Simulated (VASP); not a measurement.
Here is the system:

```
RbCl
1.0
    0.00000     3.29000     3.29000
    3.29000     0.00000     3.29000
    3.29000     3.29000     0.00000
Rb Cl
1 1
Direct
  0.00000   0.00000   0.00000
  0.50000   0.50000   0.50000
```

Method: G0W0 on PBE orbitals, VASP's PBE PAW potentials (set 64) (plane waves; VASP 6.6.1). Numerical set-up: PREC = Normal, 500 eV cut-off, 6×6×6 Γ-centred mesh, Gaussian smearing of 0.010 eV, potentials Rb_sv_GW Cl_GW.

The mesh is coarse and the basis finite, so the quasiparticle values are not converged.

NBANDS = 120, ENCUTGW = 180 eV, NOMEGA = 64. The PBE levels (eV) that the step starts from are:

| state | KS energy | filling |
|---|---|---|
| k1 (0.00, 0.00, 0.00), band 5 | -9.25 | 2 |
| k1 (0.00, 0.00, 0.00), band 6 | -1.28 | 2 |
| k1 (0.00, 0.00, 0.00), band 7 | -1.28 | 2 |
| k1 (0.00, 0.00, 0.00), band 8 | -1.28 | 2 |
| k1 (0.00, 0.00, 0.00), band 9 | 3.72 | 0 |
| k1 (0.00, 0.00, 0.00), band 10 | 6.71 | 0 |
| k1 (0.00, 0.00, 0.00), band 11 | 6.71 | 0 |
| k1 (0.00, 0.00, 0.00), band 12 | 6.71 | 0 |
| k7 (0.50, 0.17, 0.00), band 5 | -9.26 | 2 |
| k7 (0.50, 0.17, 0.00), band 6 | -1.98 | 2 |
| k7 (0.50, 0.17, 0.00), band 7 | -1.59 | 2 |
| k7 (0.50, 0.17, 0.00), band 8 | -1.56 | 2 |
| k7 (0.50, 0.17, 0.00), band 9 | 6.26 | 0 |
| k7 (0.50, 0.17, 0.00), band 10 | 6.59 | 0 |
| k7 (0.50, 0.17, 0.00), band 11 | 8.62 | 0 |
| k7 (0.50, 0.17, 0.00), band 12 | 9.08 | 0 |
| k8 (-0.33, 0.17, 0.00), band 5 | -9.23 | 2 |
| k8 (-0.33, 0.17, 0.00), band 6 | -1.99 | 2 |
| k8 (-0.33, 0.17, 0.00), band 7 | -1.60 | 2 |
| k8 (-0.33, 0.17, 0.00), band 8 | -1.51 | 2 |
| k8 (-0.33, 0.17, 0.00), band 9 | 6.19 | 0 |
| k8 (-0.33, 0.17, 0.00), band 10 | 6.54 | 0 |
| k8 (-0.33, 0.17, 0.00), band 11 | 8.28 | 0 |
| k8 (-0.33, 0.17, 0.00), band 12 | 8.45 | 0 |

**Question.** Give the quasiparticle energies and renormalisation factors Z.

**Answer.** 
| state | QP energy (eV) | Z |
|---|---|---|
| k1 (0.00, 0.00, 0.00), band 5 | -11.97 | 0.82 |
| k1 (0.00, 0.00, 0.00), band 6 | -3.14 | 0.79 |
| k1 (0.00, 0.00, 0.00), band 7 | -3.14 | 0.79 |
| k1 (0.00, 0.00, 0.00), band 8 | -3.14 | 0.79 |
| k1 (0.00, 0.00, 0.00), band 9 | 4.43 | 0.87 |
| k1 (0.00, 0.00, 0.00), band 10 | 7.97 | 0.86 |
| k1 (0.00, 0.00, 0.00), band 11 | 7.97 | 0.86 |
| k1 (0.00, 0.00, 0.00), band 12 | 7.97 | 0.86 |
| k7 (0.50, 0.17, 0.00), band 5 | -11.94 | 0.82 |
| k7 (0.50, 0.17, 0.00), band 6 | -3.97 | 0.79 |
| k7 (0.50, 0.17, 0.00), band 7 | -3.51 | 0.79 |
| k7 (0.50, 0.17, 0.00), band 8 | -3.46 | 0.79 |
| k7 (0.50, 0.17, 0.00), band 9 | 7.19 | 0.86 |
| k7 (0.50, 0.17, 0.00), band 10 | 7.58 | 0.85 |
| k7 (0.50, 0.17, 0.00), band 11 | 10.08 | 0.84 |
| k7 (0.50, 0.17, 0.00), band 12 | 10.72 | 0.84 |
| k8 (-0.33, 0.17, 0.00), band 5 | -11.91 | 0.82 |
| k8 (-0.33, 0.17, 0.00), band 6 | -3.99 | 0.79 |
| k8 (-0.33, 0.17, 0.00), band 7 | -3.51 | 0.79 |
| k8 (-0.33, 0.17, 0.00), band 8 | -3.41 | 0.79 |
| k8 (-0.33, 0.17, 0.00), band 9 | 7.09 | 0.85 |
| k8 (-0.33, 0.17, 0.00), band 10 | 7.56 | 0.85 |
| k8 (-0.33, 0.17, 0.00), band 11 | 9.71 | 0.85 |
| k8 (-0.33, 0.17, 0.00), band 12 | 9.99 | 0.85 |
On the mesh the gap opens from 5.00 to 7.57 eV.

The compound is RbCl in the rock salt structure. The cell was not relaxed at this level.
